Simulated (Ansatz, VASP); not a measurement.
# Si54N72O (start site: O_i (void)) in two plane-wave programs, part 3 of 3

Wanted: the spread between two codes on one cell, functional and k mesh. Of the first pair: The structure shown is the start of the Ansatz relaxation below; VASP solves that cell, so the two are compared at the walk's first step.

VASP 6.6.1 and Ansatz 0.2.0.

So far. Step 3 (VASP: single point, PBEsol, start cell, pair 1): The run ends at a pressure of 1.24 GPa, with forces up to 3.5 eV/Å. Step 6 (VASP: single point, PBEsol, relaxed atoms in a fixed …): The run ends at a pressure of 0.72 GPa, with forces up to 0.25 eV/Å.

### Step 8. Ansatz: relaxation, PBEsol

Level of this step: Ansatz beside VASP: Kohn-Sham DFT, plane waves, PBEsol (Ansatz).

The two programs are compared at the cell with which this relaxation starts, whose forces are those of its first step.

The structure compared here is the start of the Ansatz relaxation; VASP solves that cell, so the two are compared at the walk's first step.

Input file input.yaml:

```yaml
crystal:
  lattice:
    - [11.43668588, 6.60297367, 0.0]
    - [-11.43668588, 6.60297367, 0.0]
    - [0.0, 0.0, 8.73076733]
  atoms:
    - { symbol: Si, position: [0.01950046, 0.80655545, 0.25] }
    - { symbol: Si, position: [0.3528338, 0.47322211, 0.25] }
    - { symbol: Si, position: [0.68616713, 0.13988878, 0.25] }
    - { symbol: Si, position: [0.21294502, 0.01950046, 0.08333333] }
    - { symbol: Si, position: [0.54627835, 0.68616713, 0.08333333] }
    - { symbol: Si, position: [0.87961168, 0.3528338, 0.08333333] }
    - { symbol: Si, position: [0.13988878, 0.45372165, 0.08333333] }
    - { symbol: Si, position: [0.47322211, 0.12038832, 0.08333333] }
    - { symbol: Si, position: [0.80655545, 0.78705498, 0.08333333] }
    - { symbol: Si, position: [0.19344455, 0.21294502, 0.25] }
    - { symbol: Si, position: [0.52677789, 0.87961168, 0.25] }
    - { symbol: Si, position: [0.86011122, 0.54627835, 0.25] }
    - { symbol: Si, position: [0.12038832, 0.6471662, 0.25] }
    - { symbol: Si, position: [0.45372165, 0.31383287, 0.25] }
    - { symbol: Si, position: [0.78705498, 0.98049954, 0.25] }
    - { symbol: Si, position: [0.31383287, 0.86011122, 0.08333333] }
    - { symbol: Si, position: [0.6471662, 0.52677789, 0.08333333] }
    - { symbol: Si, position: [0.98049954, 0.19344455, 0.08333333] }
    - { symbol: "N", position: [0.0, 0.66666667, 0.25] }
    - { symbol: "N", position: [0.33333333, 0.33333333, 0.25] }
    - { symbol: "N", position: [0.66666667, 0.0, 0.25] }
    - { symbol: "N", position: [0.0, 0.33333333, 0.08333333] }
    - { symbol: "N", position: [0.33333333, 0.0, 0.08333333] }
    - { symbol: "N", position: [0.66666667, 0.66666667, 0.08333333] }
    - { symbol: "N", position: [0.21345843, 0.45653274, 0.25] }
    - { symbol: "N", position: [0.54679176, 0.12319941, 0.25] }
    - { symbol: "N", position: [0.8801251, 0.78986608, 0.25] }
    - { symbol: "N", position: [0.09025902, 0.8801251, 0.08333333] }
    - { symbol: "N", position: [0.42359235, 0.54679176, 0.08333333] }
    - { symbol: "N", position: [0.75692569, 0.21345843, 0.08333333] }
    - { symbol: "N", position: [0.12319941, 0.57640765, 0.08333333] }
    - { symbol: "N", position: [0.45653274, 0.24307431, 0.08333333] }
    - { symbol: "N", position: [0.78986608, 0.90974098, 0.08333333] }
    - { symbol: "N", position: [0.21013392, 0.09025902, 0.25] }
    - { symbol: "N", position: [0.54346726, 0.75692569, 0.25] }
    - { symbol: "N", position: [0.87680059, 0.42359235, 0.25] }
    - { symbol: "N", position: [0.1198749, 0.21013392, 0.08333333] }
    - { symbol: "N", position: [0.45320824, 0.87680059, 0.08333333] }
    - { symbol: "N", position: [0.78654157, 0.54346726, 0.08333333] }
    - { symbol: "N", position: [0.24307431, 0.78654157, 0.25] }
    - { symbol: "N", position: [0.57640765, 0.45320824, 0.25] }
    - { symbol: "N", position: [0.90974098, 0.1198749, 0.25] }
    - { symbol: Si, position: [0.01950046, 0.80655545, 0.58333333] }
    - { symbol: Si, position: [0.3528338, 0.47322211, 0.58333333] }
    - { symbol: Si, position: [0.68616713, 0.13988878, 0.58333333] }
    - { symbol: Si, position: [0.21294502, 0.01950046, 0.41666667] }
    - { symbol: Si, position: [0.54627835, 0.68616713, 0.41666667] }
    - { symbol: Si, position: [0.87961168, 0.3528338, 0.41666667] }
    - { symbol: Si, position: [0.13988878, 0.45372165, 0.41666667] }
    - { symbol: Si, position: [0.47322211, 0.12038832, 0.41666667] }
    - { symbol: Si, position: [0.80655545, 0.78705498, 0.41666667] }
    - { symbol: Si, position: [0.19344455, 0.21294502, 0.58333333] }
    - { symbol: Si, position: [0.52677789, 0.87961168, 0.58333333] }
    - { symbol: Si, position: [0.86011122, 0.54627835, 0.58333333] }
    - { symbol: Si, position: [0.12038832, 0.6471662, 0.58333333] }
    - { symbol: Si, position: [0.45372165, 0.31383287, 0.58333333] }
    - { symbol: Si, position: [0.78705498, 0.98049954, 0.58333333] }
    - { symbol: Si, position: [0.31383287, 0.86011122, 0.41666667] }
    - { symbol: Si, position: [0.6471662, 0.52677789, 0.41666667] }
    - { symbol: Si, position: [0.98049954, 0.19344455, 0.41666667] }
    - { symbol: "N", position: [0.0, 0.66666667, 0.58333333] }
    - { symbol: "N", position: [0.33333333, 0.33333333, 0.58333333] }
    - { symbol: "N", position: [0.66666667, 0.0, 0.58333333] }
    - { symbol: "N", position: [0.0, 0.33333333, 0.41666667] }
    - { symbol: "N", position: [0.33333333, 0.0, 0.41666667] }
    - { symbol: "N", position: [0.66666667, 0.66666667, 0.41666667] }
    - { symbol: "N", position: [0.21345843, 0.45653274, 0.58333333] }
    - { symbol: "N", position: [0.54679176, 0.12319941, 0.58333333] }
    - { symbol: "N", position: [0.8801251, 0.78986608, 0.58333333] }
    - { symbol: "N", position: [0.09025902, 0.8801251, 0.41666667] }
    - { symbol: "N", position: [0.42359235, 0.54679176, 0.41666667] }
    - { symbol: "N", position: [0.75692569, 0.21345843, 0.41666667] }
    - { symbol: "N", position: [0.12319941, 0.57640765, 0.41666667] }
    - { symbol: "N", position: [0.45653274, 0.24307431, 0.41666667] }
    - { symbol: "N", position: [0.78986608, 0.90974098, 0.41666667] }
    - { symbol: "N", position: [0.21013392, 0.09025902, 0.58333333] }
    - { symbol: "N", position: [0.54346726, 0.75692569, 0.58333333] }
    - { symbol: "N", position: [0.87680059, 0.42359235, 0.58333333] }
    - { symbol: "N", position: [0.1198749, 0.21013392, 0.41666667] }
    - { symbol: "N", position: [0.45320824, 0.87680059, 0.41666667] }
    - { symbol: "N", position: [0.78654157, 0.54346726, 0.41666667] }
    - { symbol: "N", position: [0.24307431, 0.78654157, 0.58333333] }
    - { symbol: "N", position: [0.57640765, 0.45320824, 0.58333333] }
    - { symbol: "N", position: [0.90974098, 0.1198749, 0.58333333] }
    - { symbol: Si, position: [0.01950046, 0.80655545, 0.91666667] }
    - { symbol: Si, position: [0.3528338, 0.47322211, 0.91666667] }
    - { symbol: Si, position: [0.68616713, 0.13988878, 0.91666667] }
    - { symbol: Si, position: [0.21294502, 0.01950046, 0.75] }
    - { symbol: Si, position: [0.54627835, 0.68616713, 0.75] }
    - { symbol: Si, position: [0.87961168, 0.3528338, 0.75] }
    - { symbol: Si, position: [0.13988878, 0.45372165, 0.75] }
    - { symbol: Si, position: [0.47322211, 0.12038832, 0.75] }
    - { symbol: Si, position: [0.80655545, 0.78705498, 0.75] }
    - { symbol: Si, position: [0.19344455, 0.21294502, 0.91666667] }
    - { symbol: Si, position: [0.52677789, 0.87961168, 0.91666667] }
    - { symbol: Si, position: [0.86011122, 0.54627835, 0.91666667] }
    - { symbol: Si, position: [0.12038832, 0.6471662, 0.91666667] }
    - { symbol: Si, position: [0.45372165, 0.31383287, 0.91666667] }
    - { symbol: Si, position: [0.78705498, 0.98049954, 0.91666667] }
    - { symbol: Si, position: [0.31383287, 0.86011122, 0.75] }
    - { symbol: Si, position: [0.6471662, 0.52677789, 0.75] }
    - { symbol: Si, position: [0.98049954, 0.19344455, 0.75] }
    - { symbol: "N", position: [0.0, 0.66666667, 0.91666667] }
    - { symbol: "N", position: [0.33333333, 0.33333333, 0.91666667] }
    - { symbol: "N", position: [0.66666667, 0.0, 0.91666667] }
    - { symbol: "N", position: [0.0, 0.33333333, 0.75] }
    - { symbol: "N", position: [0.33333333, 0.0, 0.75] }
    - { symbol: "N", position: [0.66666667, 0.66666667, 0.75] }
    - { symbol: "N", position: [0.21345843, 0.45653274, 0.91666667] }
    - { symbol: "N", position: [0.54679176, 0.12319941, 0.91666667] }
    - { symbol: "N", position: [0.8801251, 0.78986608, 0.91666667] }
    - { symbol: "N", position: [0.09025902, 0.8801251, 0.75] }
    - { symbol: "N", position: [0.42359235, 0.54679176, 0.75] }
    - { symbol: "N", position: [0.75692569, 0.21345843, 0.75] }
    - { symbol: "N", position: [0.12319941, 0.57640765, 0.75] }
    - { symbol: "N", position: [0.45653274, 0.24307431, 0.75] }
    - { symbol: "N", position: [0.78986608, 0.90974098, 0.75] }
    - { symbol: "N", position: [0.21013392, 0.09025902, 0.91666667] }
    - { symbol: "N", position: [0.54346726, 0.75692569, 0.91666667] }
    - { symbol: "N", position: [0.87680059, 0.42359235, 0.91666667] }
    - { symbol: "N", position: [0.1198749, 0.21013392, 0.75] }
    - { symbol: "N", position: [0.45320824, 0.87680059, 0.75] }
    - { symbol: "N", position: [0.78654157, 0.54346726, 0.75] }
    - { symbol: "N", position: [0.24307431, 0.78654157, 0.91666667] }
    - { symbol: "N", position: [0.57640765, 0.45320824, 0.91666667] }
    - { symbol: "N", position: [0.90974098, 0.1198749, 0.91666667] }
    - { symbol: O, position: [0.0, 1.0, 0.666667] }
  host:
    repeats: [1, 1, 3]
    atoms:
      - { symbol: Si, position: [0.01950046, 0.80655545, 0.75] }
      - { symbol: Si, position: [0.3528338, 0.47322211, 0.75] }
      # ... 40 more atoms of the perfect host
total_charge: -2
basis:
  ecutwfc: 420
  xc_grid: 2
hamiltonian:
  xc: pbesol
  pseudopotentials: { kind: paw, azcp: { folder: soft_1 }, xc_functional: pbe }
kpoints:
  mp_grid: { grid: [1, 1, 1], shift: [0.25, 0.25, 0.25] }
scf:
  occupations: { method: fixed }
  max_iter: 100
output:
  forces: true
  charged_corrections:
    epsilon: [4.29, 4.29, 4.37]
    static_epsilon: [8.29, 8.29, 8.25]
    defect_position: [0.0, 1.0, 0.666667]
relax:
  f_tol: 0.02
  max_steps: 80
  random_displacement: { amplitude: 0.05, seed: 2158 }
checkpoint:
  write: "../qm2.relax.run"
  compress: false
  write_wavefunctions: true
  write_every: 100000
```

On the command line:

```bash
> ansatz run input.yaml --threads 4 --pin off --max-ram 15073MiB --backend cpu --events-out ev --progress --plain --runs-dir out
```

Numbers of over 12 decimals in the logs are rounded to 6 here.

What it wrote:

```text
[...]
Crystal: 127 atoms, lattice volume = 1318.628 Å³
Basis set: ecut = 420 eV, 25805 PW (Γ), exchange–correlation on 180×180×120 points (8 copies of the dense FFT grid, shifted against one another)
Bands: 419, of which v1, the nominal top of the filled ones, is band 292 counted from 1 (291 counted from 0)
Symmetry: 1 space group operations
k-points: 1
[...]
SCF iter   1: F=—  HF=-61588.293042 eV  |F-HF|=—  |Δ(HF+E_count)|=         —  Δρ=1.47e-1  dr2=3.05e2  ethr=3.10e-3  ⟨swp⟩=6.0  Hψ=1670  notcnv=0  defer=124
[...]
- { symbol: Si, position: [0.473368, 0.121084, 0.416314] }
[...]
- { symbol: Si, position: [0.784781, 0.979770, 0.915407] }
    - { symbol: Si, position: [0.312413, 0.861123, 0.751026] }
    - { symbol: Si, position: [0.650797, 0.534502, 0.748758] }
    - { symbol: Si, position: [0.980291, 0.193352, 0.749784] }
[...]
- { symbol: N, position: [0.784402, 0.538635, 0.751767] }
    - { symbol: N, position: [0.246536, 0.784790, 0.919431] }
    - { symbol: N, position: [0.576183, 0.455875, 0.914247] }
    - { symbol: N, position: [0.909307, 0.119392, 0.916462] }
    - { symbol: O, position: [-0.033111, 0.920804, 0.665458] }
```

### Step 9. VASP: single point, PBEsol, start cell, pair 3

The same cell, functional and mesh now go to VASP, with its own data sets.

Input file INCAR:

```
SYSTEM = Si54N72O
PREC = Accurate
ENCUT = 520
EDIFF = 1E-06
NELM = 120
ISMEAR = 0
SIGMA = 0.01
LREAL = Auto
ALGO = Normal
GGA = PS
NELECT = 584
NBANDS = 384
LORBIT = 11
LWAVE = .FALSE.
LCHARG = .FALSE.
ISIF = 2
ISYM = 0
LASPH = .TRUE.
GGA_COMPAT = .FALSE.
EFERMI = MIDGAP
NCORE = 4
```

Input file POSCAR:

```
Si54N72O
1.0
   11.4366858822      6.6029736727      0.0000000000
  -11.4366858822      6.6029736727      0.0000000000
    0.0000000000      0.0000000000      8.7307673276
Si N O
54 72 1
Direct
    0.0160304822      0.8036701964      0.2469819569
    0.3533809827      0.4702227858      0.2472114900
[... 1 atom line left out ...]
    0.2130060250      0.0169526383      0.0791402375
[... 4 atom lines left out ...]
    0.8097943165      0.7879901853      0.0796285107
    0.1929125792      0.2145895757      0.2548948926
[... 4 atom lines left out ...]
    0.7834143948      0.9766766757      0.2509378521
[... 2 atom lines left out ...]
    0.9764801467      0.1916844382      0.0855543358
    0.0204525921      0.8034325648      0.5846015371
[... 2 atom lines left out ...]
    0.2109011791      0.0196073880      0.4119006801
[... 4 atom lines left out ...]
    0.8044510538      0.7854417007      0.4216142593
    0.1952880591      0.2123829590      0.5880161282
[... 4 atom lines left out ...]
    0.7851460296      0.9763471365      0.5815595365
[... 2 atom lines left out ...]
    0.9816575474      0.1921740298      0.4119053761
    0.0162757627      0.8053938772      0.9128601990
[... 2 atom lines left out ...]
    0.2161920920      0.0236587810      0.7500765688
[... 4 atom lines left out ...]
    0.8101738259      0.7904928622      0.7479354053
    0.1898152751      0.2096398993      0.9189278215
[... 4 atom lines left out ...]
    0.7878420782      0.9818631454      0.9112278110
[... 2 atom lines left out ...]
    0.9809123602      0.1973210216      0.7512993708
[... 8 atom lines left out ...]
    0.8837941443      0.7934333518      0.2516818875
    0.0931260043      0.8832804331      0.0798822112
[... 4 atom lines left out ...]
    0.7933417769      0.9093006320      0.0822321765
    0.2131914931      0.0901987822      0.2533133592
[... 2 atom lines left out ...]
    0.1239773096      0.2115931636      0.0815679737
[... 4 atom lines left out ...]
    0.9080560487      0.1194260126      0.2447491635
    0.9968806122      0.6630308483      0.5858309823
    0.3358243133      0.3323198016      0.5865697490
    0.6681128280      0.0004174765      0.5779486282
[... 2 atom lines left out ...]
    0.6691459529      0.6700455142      0.4132344689
[... 2 atom lines left out ...]
    0.8761544940      0.7863078365      0.5830446293
    0.0866191140      0.8763950240      0.4153567337
[... 4 atom lines left out ...]
    0.7917619459      0.9140999216      0.4167685226
    0.2092479384      0.0920552469      0.5878030885
[... 2 atom lines left out ...]
    0.1176582994      0.2092136687      0.4117386096
[... 4 atom lines left out ...]
    0.9084109528      0.1160495910      0.5807042852
[... 2 atom lines left out ...]
    0.6705448372      0.0024193786      0.9192085528
    0.0042893664      0.3348339000      0.7494741017
    0.3372543582      0.0004784741      0.7488207800
    0.6705781857      0.6677716909      0.7522107455
[... 2 atom lines left out ...]
    0.8764333673      0.7865519094      0.9187828170
    0.0912612424      0.8769493423      0.7496230004
[... 4 atom lines left out ...]
    0.7857683031      0.9073977694      0.7480544098
    0.2094280566      0.0926099492      0.9127659347
[... 2 atom lines left out ...]
    0.1165153261      0.2108747420      0.7501575468
[... 4 atom lines left out ...]
    0.9065435269      0.1166647025      0.9197183591
    0.9967496206      0.9995723892      0.6632922151
```

Input file KPOINTS:

```
Points of the shifted mesh
1
Reciprocal
 0.2500000000  0.2500000000  0.2500000000 1
```

The projector-augmented-wave data sets are Si, N and O (PBE family, release 64).

On the command line:

```bash
> mpirun -np 16 vasp_std
```

What it wrote:

```text
[... set-up lines as in an earlier step ...]
 entering main loop
       N       E                     dE             d eps       ncg     rms          rms(c)
DAV:   1     0.278574142482E+04    0.27857E+04   -0.29111E+05   776   0.142E+03
DAV:   2    -0.939217613100E+03   -0.37250E+04   -0.35856E+04   936   0.304E+02
DAV:   3    -0.120588222971E+04   -0.26666E+03   -0.26443E+03   928   0.832E+01
DAV:   4    -0.121202240921E+04   -0.61402E+01   -0.61158E+01   968   0.128E+01
DAV:   5    -0.121215957791E+04   -0.13717E+00   -0.13695E+00   936   0.190E+00BRMIX: very serious problems
 the old and the new charge density differ
 old charge density:   582.00000 new  584.00000
    0.880E+01
DAV:   6    -0.106600687533E+04    0.14615E+03   -0.55278E+02   888   0.321E+01    0.407E+01
DAV:   7    -0.106493452286E+04    0.10724E+01   -0.39600E+01   960   0.837E+00    0.200E+01
DAV:   8    -0.106507682101E+04   -0.14230E+00   -0.27818E+01   992   0.480E+00    0.270E+01
DAV:   9    -0.106475373048E+04    0.32309E+00   -0.77842E+01   992   0.408E+00    0.950E+00
[...]
DAV:  36    -0.106231273536E+04    0.34118E-04   -0.28588E-05   864   0.130E-02    0.678E-02
DAV:  37    -0.106231272705E+04    0.83073E-05   -0.15264E-05   928   0.676E-03    0.538E-02
DAV:  38    -0.106231272664E+04    0.41079E-06   -0.12007E-06   480   0.203E-03
   1 F= -.10623127E+04 E0= -.10623127E+04  d E =0.000000E+00
```

From OUTCAR (step 9):

```text
  FREE ENERGIE OF THE ION-ELECTRON SYSTEM (eV)
  ---------------------------------------------------
  free  energy   TOTEN  =     -1062.3127266412 eV

  energy  without entropy=    -1062.3127266412  energy(sigma->0) =    -1062.31272664
```

The cell is charged against a uniform background.

The run ends at a pressure of 4.20 GPa, with forces up to 4.6 eV/Å.

### Step 10. Side by side

What differs besides the data sets and the points named for the pairs above, as far as they apply: fixed occupations in Ansatz, narrow Gaussian smearing in VASP. Total energies have different zeros and are not compared.

Forces on 8 of the 127 atoms, those with the largest forces and the largest differences (eV/Å; atoms numbered as in POSCAR):

```tsv
atom	Ansatz x, y, z	VASP x, y, z
Si22	0.431, -1.071, 3.093	0.443, -1.074, 3.125
Si27	0.353, 3.002, -0.750	0.339, 3.010, -0.773
Si33	0.912, 2.648, 1.314	0.909, 2.651, 1.316
Si40	-1.028, -2.775, -0.925	-1.003, -2.789, -0.923
Si54	3.017, -3.280, -1.155	3.016, -3.293, -1.150
N70	-1.126, 0.602, -2.176	-1.145, 0.611, -2.205
N90	-0.561, 3.010, -0.514	-0.563, 3.044, -0.518
N94	2.631, 0.995, -1.984	2.641, 0.998, -2.005
```

The forces differ by 11 meV/Å r.m.s., which is 0.9 % of the r.m.s. force of 1.200 eV/Å (both taken over all components). VASP's last cycles still show a density residual of 5e-03, so its state may not be settled. The cell carries a charge of -2 e against a uniform background, so its pressure also hangs on how the neutralising background is counted, and in a defect's cell a gap may be the spacing between its levels.

### Step 11. Results

| Property | Result |
| --- | --- |
| r.m.s. force difference (single point, PBEsol, start cell, pair 1) | 0.89 % of the r.m.s. force |
| r.m.s. force difference (single point, PBEsol, relaxed atoms in a fixed cell, pair 2) | 17 meV/Å |
| r.m.s. force difference (single point, PBEsol, start cell, pair 3) | 0.93 % of the r.m.s. force |

The r.m.s. force difference is 17 meV/Å (single point, PBEsol, relaxed atoms in a fixed cell, pair 2), beyond the 12 meV/Å picked in this series as the mark of a large difference. What causes the difference of the single point, PBEsol, relaxed atoms in a fixed cell, pair 2 pair stays open here. 1 further pair of this series is not shown here. How closely two codes agree says nothing of how well the functional describes the real material.

[Lines on the potential files, build, host, timing and source positions are cut from VASP's logs without a mark.]

[Logs are printed without paths, hosts, clocks, repeated set-up lines and the standing remarks that a program may print on its own settings, such as how far it seeks lower states.]

[Hosts, paths, dates, database ids (printed as entryN), source tags and the programs' standing remarks are cut or masked in the printed files.]
